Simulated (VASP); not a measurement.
**LiH: the band gap, functional by functional**

How does the band gap of LiH depend on the functional? The starting structure is a measured crystal structure from the Crystallography Open Database. Cell and atoms stay as given. Meshes and data sets differ where the inputs say so.

Program: VASP 6.6.1. Level of theory: Kohn-Sham DFT with plane waves and PAW; LDA, PBE, r2SCAN, TB-mBJ, HSE06, PBE0 and r2SCAN-EpsX. Results are calculated unless marked as measured.

**1. The structure**

It takes space group Fm-3m (No. 225, cubic). The conventional cell has a = 4.085 Å, b = 4.085 Å, c = 4.085 Å, α = 90.00°, β = 90.00°, γ = 90.00°. Nearest to Li lie 6 H at 2.04 Å. Nearest to H lie 6 Li at 2.04 Å. Farther neighbours are not listed.

**2. Bands with LDA**

LDA, the lowest rung, knows the local density alone.

File INCAR:

```
SYSTEM = LiH
PREC = Accurate
ENCUT = 580
EDIFF = 1E-06
NELM = 100
ISMEAR = 0
SIGMA = 0.03
LREAL = .FALSE.
ALGO = Normal
GGA = CA
NBANDS = 14
LORBIT = 11
LWAVE = .FALSE.
LCHARG = .FALSE.
KPAR = 4
LASPH = .TRUE.
```

File POSCAR:

```
LiH
1.0
    0.0000000000      2.0425000000      2.0425000000
    2.0425000000      0.0000000000      2.0425000000
    2.0425000000      2.0425000000      0.0000000000
Li H
1 1
Direct
    0.0000000000      0.0000000000      0.0000000000
    0.5000000000      0.5000000000      0.5000000000
```

File KPOINTS:

```
Automatic mesh
0
Gamma
10 10 10
0 0 0
```

File KPOINTS_OPT:

```
Line mode
10
Line-mode
Reciprocal
  0.00000000   0.00000000   0.00000000 GAMMA
  0.50000000   0.00000000   0.50000000 X

  0.50000000   0.00000000   0.50000000 X
  0.50000000   0.25000000   0.75000000 W

  0.50000000   0.25000000   0.75000000 W
  0.37500000   0.37500000   0.75000000 K

  0.37500000   0.37500000   0.75000000 K
  0.00000000   0.00000000   0.00000000 GAMMA

  0.00000000   0.00000000   0.00000000 GAMMA
  0.50000000   0.50000000   0.50000000 L

  0.50000000   0.50000000   0.50000000 L
  0.62500000   0.25000000   0.62500000 U

  0.62500000   0.25000000   0.62500000 U
  0.50000000   0.25000000   0.75000000 W

  0.50000000   0.25000000   0.75000000 W
  0.50000000   0.50000000   0.50000000 L

  0.50000000   0.50000000   0.50000000 L
  0.37500000   0.37500000   0.75000000 K

  0.62500000   0.25000000   0.62500000 U
  0.50000000   0.00000000   0.50000000 X
```

Potentials, in the order of the species: Li_sv and H (LDA family, release 64).

The run is started by

```sh
> mpirun -np 4 vasp_std
```

Output:

```text
[banner, memory and clock lines left out]
running    4 mpi-ranks, on    1 nodes
 distrk:  each k-point on    1 cores,    4 groups
 distr:  one band on    1 cores,    1 groups

 POSCAR found type information on POSCAR LiH
 POSCAR found :  2 types and       2 ions
 LDA part: xc-table for (Slater(with rela. corr.)+CA(PZ))
 , standard interpolation
 POSCAR, INCAR and KPOINTS ok, starting setup
 FFT: planning ... GRIDC
 FFT: planning ... GRID_SOFT
 FFT: planning ... GRID
 WAVECAR not read
 entering main loop
       N       E                     dE             d eps       ncg     rms          rms(c)
DAV:   1     0.990229913691E+00    0.99023E+00   -0.14099E+03  1316   0.274E+02
DAV:   2    -0.657275270562E+01   -0.75630E+01   -0.74628E+01  1752   0.566E+01
DAV:   3    -0.671558124633E+01   -0.14283E+00   -0.14273E+00  1662   0.632E+00
DAV:   4    -0.671604756091E+01   -0.46631E-03   -0.46631E-03  1520   0.371E-01
DAV:   5    -0.671604981984E+01   -0.22589E-05   -0.22588E-05  1660   0.243E-02    0.277E+00
DAV:   6    -0.652675487524E+01    0.18929E+00   -0.16003E-01  1652   0.754E-01    0.135E+00
DAV:   7    -0.646493537982E+01    0.61819E-01   -0.17677E-01  1708   0.875E-01    0.195E-01
DAV:   8    -0.646563216877E+01   -0.69679E-03   -0.29454E-03  1568   0.263E-01    0.393E-02
DAV:   9    -0.646558676634E+01    0.45402E-04   -0.13710E-04  1708   0.285E-02    0.466E-03
DAV:  10    -0.646558694277E+01   -0.17643E-06   -0.30137E-06  1546   0.950E-03
   1 F= -.64655869E+01 E0= -.64655869E+01  d E =-.181427E-20
 Start KPOINTS_OPT (optional k-point list driver)
k-point batch [1-47\100]
       N       E                     dE             ncg
DAV:   1    -0.394186990409E+04   -0.10708E+05     1316
DAV:   2    -0.430055603708E+04   -0.35869E+03     1824
DAV:   3    -0.430763443077E+04   -0.70784E+01     1616
DAV:   4    -0.430767545430E+04   -0.41024E-01     1604
DAV:   5    -0.430767575615E+04   -0.30185E-03     1688
DAV:   6    -0.430767575891E+04   -0.27538E-05     1564
DAV:   7    -0.430767575893E+04   -0.24189E-07     1410
[...]
k-point batch [95-100\100]
       N       E                     dE             ncg
DAV:   1     0.809288462977E+04   -0.16716E+04      168
DAV:   2     0.803166793262E+04   -0.61217E+02      262
DAV:   3     0.803085478862E+04   -0.81314E+00      250
DAV:   4     0.803085372875E+04   -0.10599E-02      204
DAV:   5     0.803085372312E+04   -0.56310E-05      242
DAV:   6     0.803085372307E+04   -0.44141E-07      210
```

Run time: 2.8 s. Hardware: 4 MPI ranks of Intel Xeon 6975P-C (Granite Rapids), shared host; peak memory 0.45 GiB.

Lines that name or quote the potential files are left out of all logs, and their timing lines are given in words.

Parts of OUTCAR (step 2):

```text
ion  position               nearest neighbor table
   1  0.000  0.000  0.000-
   2  0.500  0.500  0.500-

  LATTYP: Found a face centered cubic cell.
 ALAT       =     4.0850000000

 Subroutine GETGRP returns: Found 48 space group operations
 (whereof 48 operations were pure point group operations)

The static configuration has the point symmetry O_h .

 Found     47 irreducible k-points:

   k-points           NKPTS =     47   k-points in BZ     NKDIM =     47   number of bands    NBANDS=     14

   dimension x,y,z NGX =    24 NGY =   24 NGZ =   24
   dimension x,y,z NGXF=    48 NGYF=   48 NGZF=   48

   ENCUT  =  580.0 eV  42.63 Ry    6.53 a.u.   5.67  5.67  5.67*2*pi/ulx,y,z

   NELECT =       4.0000    total number of electrons

 k-points in reciprocal lattice and weights: Automatic mesh
   0.00000000  0.00000000  0.00000000       0.001
   0.10000000  0.00000000  0.00000000       0.008
   0.20000000  0.00000000  0.00000000       0.008
   0.30000000  0.00000000  0.00000000       0.008
   0.40000000  0.00000000  0.00000000       0.008
   0.50000000  0.00000000  0.00000000       0.004
   0.10000000  0.10000000  0.00000000       0.006
   0.20000000  0.10000000  0.00000000       0.024
   0.30000000  0.10000000  0.00000000       0.024
[...]
-0.30000000  0.40000000  0.20000000       0.024
  -0.30000000  0.50000000  0.20000000       0.012

 average (electrostatic) potential at core
       1 -66.3669       2 -33.7473

 E-fermi :   0.1231

 k-point     1 :       0.0000    0.0000    0.0000
  band No.  band energies     occupation
      1     -43.5746      2.00000
      2      -5.4066      2.00000
      3      15.3388      0.00000
      4      16.7865      0.00000
      5      16.7865      0.00000
      6      16.7865      0.00000
      7      21.5115      0.00000
    ...

 k-point     2 :       0.1000    0.0000    0.0000
  band No.  band energies     occupation
      1     -43.5705      2.00000
      2      -5.2348      2.00000
      3      13.8417      0.00000
      4      15.9788      0.00000
      5      16.4275      0.00000
      6      16.4275      0.00000
      7      20.9597      0.00000
    ...

 k-point     3 :       0.2000    0.0000    0.0000
  band No.  band energies     occupation
      1     -43.5601      2.00000
      2      -4.7321      2.00000
      3      10.6789      0.00000
      4      14.8386      0.00000
      5      15.8355      0.00000
      6      15.8355      0.00000
      7      21.7261      0.00000
    ...

  Total       -0.4725657     -0.4725657     -0.4725657     -0.0000000     -0.0000000      0.0000000
  in kB      -44.4279839    -44.4279839    -44.4279839     -0.0000000     -0.0000000      0.0000000
  external PRESSURE =     -44.4279839 kB  Pullay stress =       0.0000000 kB

  energy-cutoff  :      580.00
  volume of cell :       17.04
      direct lattice vectors                 reciprocal lattice vectors
     0.000000000  2.042500000  2.042500000    -0.244798042  0.244798042  0.244798042
     2.042500000  0.000000000  2.042500000     0.244798042 -0.244798042  0.244798042
     2.042500000  2.042500000  0.000000000     0.244798042  0.244798042 -0.244798042

 POSITION                                       TOTAL-FORCE (eV/Angst)
 -----------------------------------------------------------------------------------
      0.00000      0.00000      0.00000         0.000000      0.000000      0.000000
      2.04250      2.04250      2.04250        -0.000000     -0.000000     -0.000000
 -----------------------------------------------------------------------------------
    total drift:                                0.000000     -0.000000     -0.000000

  FREE ENERGIE OF THE ION-ELECTRON SYSTEM (eV)
  ---------------------------------------------------
  free  energy   TOTEN  =        -6.4655869428 eV

  energy  without entropy=       -6.4655869428  energy(sigma->0) =       -6.46558694

 total charge
# of ion       s       p       d       tot
------------------------------------------
    1        2.018   0.073   0.000   2.091
    2        0.514   0.002   0.000   0.516
--------------------------------------------------
tot          2.532   0.075   0.000   2.607

[... 3 further parts left out ...]
```

At this level the cell is under a tension of 4.4 GPa, so at these settings it is away from equilibrium.

LDA gives a direct gap of 2.656 eV.

**3. Bands with PBE**

PBE, the usual starting point, adds the gradient of the density.

Edit INCAR of step 2 so:

```diff
@@ -9,3 +9,3 @@
 ALGO = Normal
-GGA = CA
+GGA = PE
 NBANDS = 14
```

POSCAR is that of step 2.

KPOINTS is that of step 2.

KPOINTS_OPT is that of step 2.

The projector-augmented-wave data sets are Li_sv and H (PBE family, release 64).

The run is started by

```sh
> mpirun -np 4 vasp_std
```

Output:

```text
[banner, memory and clock lines left out]
running    4 mpi-ranks, on    1 nodes
[...]
LDA part: xc-table for (Slater+PW92), standard interpolation
 POSCAR, INCAR and KPOINTS ok, starting setup
[...]
entering main loop
       N       E                     dE             d eps       ncg     rms          rms(c)
DAV:   1     0.143290205896E+01    0.14329E+01   -0.14143E+03  1316   0.277E+02
DAV:   2    -0.621492000282E+01   -0.76478E+01   -0.75448E+01  1764   0.570E+01
DAV:   3    -0.636103187057E+01   -0.14611E+00   -0.14602E+00  1650   0.638E+00
DAV:   4    -0.636152951985E+01   -0.49765E-03   -0.49764E-03  1550   0.375E-01
[...]
DAV:   9    -0.612128070478E+01    0.64757E-04   -0.13198E-04  1646   0.293E-02    0.545E-03
DAV:  10    -0.612127605629E+01    0.46485E-05   -0.52676E-06  1594   0.117E-02    0.261E-03
DAV:  11    -0.612127539588E+01    0.66040E-06   -0.18488E-07   966   0.125E-03
   1 F= -.61212754E+01 E0= -.61212754E+01  d E =-.266377E-33
 Start KPOINTS_OPT (optional k-point list driver)
k-point batch [1-47\100]
       N       E                     dE             ncg
DAV:   1    -0.402815964980E+04   -0.10794E+05     1316
DAV:   2    -0.439158498261E+04   -0.36343E+03     1802
DAV:   3    -0.439909657617E+04   -0.75116E+01     1612
DAV:   4    -0.439914261804E+04   -0.46042E-01     1544
DAV:   5    -0.439914296268E+04   -0.34464E-03     1704
DAV:   6    -0.439914296585E+04   -0.31627E-05     1546
DAV:   7    -0.439914296588E+04   -0.28325E-07     1388
[...]
k-point batch [95-100\100]
       N       E                     dE             ncg
DAV:   1     0.808141563692E+04   -0.16831E+04      168
DAV:   2     0.801910596022E+04   -0.62310E+02      262
DAV:   3     0.801829447254E+04   -0.81149E+00      236
DAV:   4     0.801829326640E+04   -0.12061E-02      198
DAV:   5     0.801829326010E+04   -0.62971E-05      244
DAV:   6     0.801829326006E+04   -0.42730E-07      208
```

Wall time 3.2 s (4 MPI ranks); peak memory 0.5 GiB; 9.6 s of CPU time.

OUTCAR, selected parts (step 3):

```text
  Total       -0.2218380     -0.2218380     -0.2218380      0.0000000      0.0000000     -0.0000000
  in kB      -20.8559698    -20.8559698    -20.8559698      0.0000000      0.0000000     -0.0000000
  external PRESSURE =     -20.8559698 kB  Pullay stress =       0.0000000 kB

 POSITION                                       TOTAL-FORCE (eV/Angst)
 -----------------------------------------------------------------------------------
      0.00000      0.00000      0.00000        -0.000000      0.000000      0.000000
      2.04250      2.04250      2.04250         0.000000     -0.000000     -0.000000
 -----------------------------------------------------------------------------------
    total drift:                                0.000000     -0.000000     -0.000000

  FREE ENERGIE OF THE ION-ELECTRON SYSTEM (eV)
  ---------------------------------------------------
  free  energy   TOTEN  =        -6.1212753959 eV

  energy  without entropy=       -6.1212753959  energy(sigma->0) =       -6.12127540

[... 2 parts as in an earlier step ...]

[... 1 further part left out ...]
[key lines of the parts left out:]
E-fermi :   0.0801
```

PBE gives a direct gap of 3.018 eV. The least gap is +0.362 eV from that of LDA.

**4. Bands with r2SCAN**

r2SCAN adds the kinetic-energy density, costs more than a GGA and is run with LASPH.

Edit INCAR of step 3 so:

```diff
@@ -9,3 +9,4 @@
 ALGO = Normal
-GGA = PE
+METAGGA = R2SCAN
+LASPH = .TRUE.
 NBANDS = 14
@@ -15,2 +16 @@
 KPAR = 4
-LASPH = .TRUE.
```

POSCAR is that of step 3.

KPOINTS is that of step 3.

KPOINTS_OPT is that of step 3.

The run is started by

```sh
> mpirun -np 4 vasp_std
```

Output:

```text
[banner, memory and clock lines left out]
running    4 mpi-ranks, on    1 nodes
[...]
|                                                                             |
|               ----> ADVICE to this user running VASP <----                  |
|                                                                             |
|     You enforced a specific xc type in the INCAR file but a different       |
|     [... a line on the potential file left out ...]
|     I HOPE YOU KNOW WHAT YOU ARE DOING!                                     |
|                                                                             |

 LDA part: xc-table for (None), standard interpolation
 POSCAR, INCAR and KPOINTS ok, starting setup
[...]
entering main loop
       N       E                     dE             d eps       ncg     rms          rms(c)
DAV:   1     0.772329595045E+00    0.77233E+00   -0.14588E+03  1316   0.285E+02
DAV:   2    -0.723094617271E+01   -0.80033E+01   -0.78950E+01  1756   0.594E+01
[...]
DAV:  10    -0.681344362046E+01   -0.15318E-04   -0.56517E-05  1674   0.441E-02    0.340E-03
DAV:  11    -0.681344725132E+01   -0.36309E-05   -0.27728E-06  1642   0.103E-02    0.596E-04
DAV:  12    -0.681344785262E+01   -0.60130E-06   -0.60817E-08  1014   0.147E-03
   1 F= -.68134479E+01 E0= -.68134479E+01  d E =-.123282E-38
 Start KPOINTS_OPT (optional k-point list driver)
k-point batch [1-47\100]
       N       E                     dE             ncg
DAV:   1    -0.418693205541E+04   -0.10953E+05     1316
DAV:   2    -0.457657856870E+04   -0.38965E+03     1754
DAV:   3    -0.458612729774E+04   -0.95487E+01     1654
DAV:   4    -0.458621670060E+04   -0.89403E-01     1588
DAV:   5    -0.458621777810E+04   -0.10775E-02     1726
DAV:   6    -0.458621779481E+04   -0.16710E-04     1582
DAV:   7    -0.458621779515E+04   -0.33456E-06     1568
[...]
k-point batch [95-100\100]
       N       E                     dE             ncg
DAV:   1     0.806283059174E+04   -0.17017E+04      168
DAV:   2     0.799545111013E+04   -0.67379E+02      234
DAV:   3     0.799438923876E+04   -0.10619E+01      256
DAV:   4     0.799438581792E+04   -0.34208E-02      210
DAV:   5     0.799438579631E+04   -0.21612E-04      252
DAV:   6     0.799438579617E+04   -0.14036E-06      214
```

It took 9 s on 4 MPI ranks; peak memory 0.52 GiB; 30 s of CPU time.

From OUTCAR (step 4):

```text
  Total       -0.2485035     -0.2485035     -0.2485035      0.0000000     -0.0000000     -0.0000000
  in kB      -23.3629054    -23.3629054    -23.3629054      0.0000000     -0.0000000     -0.0000000
  external PRESSURE =     -23.3629054 kB  Pullay stress =       0.0000000 kB

 POSITION                                       TOTAL-FORCE (eV/Angst)
 -----------------------------------------------------------------------------------
      0.00000      0.00000      0.00000        -0.000000     -0.000000      0.000000
      2.04250      2.04250      2.04250         0.000000      0.000000     -0.000000
 -----------------------------------------------------------------------------------
    total drift:                                0.000000     -0.000000     -0.000000

  FREE ENERGIE OF THE ION-ELECTRON SYSTEM (eV)
  ---------------------------------------------------
  free  energy   TOTEN  =        -6.8134478526 eV

  energy  without entropy=       -6.8134478526  energy(sigma->0) =       -6.81344785

[... 2 parts as in an earlier step ...]

[... 1 further part left out ...]
[key lines of the parts left out:]
E-fermi :  -0.1720
```

r2SCAN gives a direct gap of 3.611 eV. The least gap is +0.956 eV from that of LDA.

**5. Bands with TB-mBJ**

TB-mBJ is a local potential fitted to gaps: it costs far less than a hybrid but gives no energy. Its energies, forces and stress mean nothing.

Edit INCAR of step 4 so:

```diff
@@ -4,3 +4,3 @@
 EDIFF = 1E-06
-NELM = 100
+NELM = 150
 ISMEAR = 0
@@ -9,3 +9,3 @@
 ALGO = Normal
-METAGGA = R2SCAN
+METAGGA = MBJ
 LASPH = .TRUE.
```

POSCAR is that of step 4.

KPOINTS is that of step 4.

KPOINTS_OPT is that of step 4.

The run is started by

```sh
> mpirun -np 4 vasp_std
```

Output:

```text
[banner, memory and clock lines left out]
running    4 mpi-ranks, on    1 nodes
[...]
[... a notice as in an earlier step ...]

 LDA part: xc-table for (None), standard interpolation
 POSCAR, INCAR and KPOINTS ok, starting setup
[...]
entering main loop
       N       E                     dE             d eps       ncg     rms          rms(c)
DAV:   1     0.479762048904E+01    0.47976E+01   -0.13927E+03  1316   0.274E+02
DAV:   2    -0.237162266243E+01   -0.71692E+01   -0.70781E+01  1728   0.555E+01
DAV:   3    -0.250746530754E+01   -0.13584E+00   -0.13573E+00  1650   0.610E+00
DAV:   4    -0.250799080008E+01   -0.52549E-03   -0.52548E-03  1544   0.387E-01
[...]
DAV:  58    -0.209267444618E+01   -0.18311E-05   -0.11416E-11   712   0.133E-05    0.549E-06
DAV:  59    -0.209267266504E+01    0.17811E-05   -0.30502E-12   700   0.837E-06    0.418E-06
DAV:  60    -0.209267290961E+01   -0.24456E-06   -0.29830E-12   712   0.744E-06
   1 F= -.20926729E+01 E0= -.20926729E+01  d E =-.722177E-41
 Start KPOINTS_OPT (optional k-point list driver)
k-point batch [1-47\100]
       N       E                     dE             ncg
DAV:   1    -0.428873386463E+04   -0.11055E+05     1316
DAV:   2    -0.468741695407E+04   -0.39868E+03     1804
DAV:   3    -0.469558825882E+04   -0.81713E+01     1658
DAV:   4    -0.469563584211E+04   -0.47583E-01     1590
DAV:   5    -0.469563618315E+04   -0.34104E-03     1702
DAV:   6    -0.469563618642E+04   -0.32690E-05     1588
DAV:   7    -0.469563618645E+04   -0.29702E-07     1440
[...]
k-point batch [95-100\100]
       N       E                     dE             ncg
DAV:   1     0.804552090483E+04   -0.17190E+04      168
DAV:   2     0.797670039271E+04   -0.68821E+02      262
DAV:   3     0.797589149463E+04   -0.80890E+00      230
DAV:   4     0.797588957605E+04   -0.19186E-02      210
DAV:   5     0.797588955964E+04   -0.16408E-04      240
DAV:   6     0.797588955947E+04   -0.16561E-06      198
```

The job ended after 15 s (4 MPI ranks; peak memory 0.51 GiB).

OUTCAR, selected parts (step 5):

```text
  Total       -0.8878077     -0.8878077     -0.8878077      0.0000000      0.0000000     -0.0000000
  in kB      -83.4667140    -83.4667140    -83.4667140      0.0000000      0.0000000     -0.0000000
  external PRESSURE =     -83.4667140 kB  Pullay stress =       0.0000000 kB

  FREE ENERGIE OF THE ION-ELECTRON SYSTEM (eV)
  ---------------------------------------------------
  free  energy   TOTEN  =        -2.0926729096 eV

  energy  without entropy=       -2.0926729096  energy(sigma->0) =       -2.09267291

[... 3 parts as in an earlier step ...]

[... 1 further part left out ...]
[key lines of the parts left out:]
E-fermi :  -0.7570
```

TB-mBJ gives a direct gap of 5.039 eV. The least gap is +2.383 eV from that of LDA.

(Continued in part 2 of 2.)

[Lines on the potential files, build, host, timing and source positions are cut from VASP's logs without a mark.]

[Logs are printed without paths, hosts, clocks, repeated set-up lines and the standing remarks that a program may print on its own settings, such as how far it seeks lower states.]

[Hosts, paths, dates, database ids (printed as entryN), source tags and the programs' standing remarks are cut or masked in the printed files.]
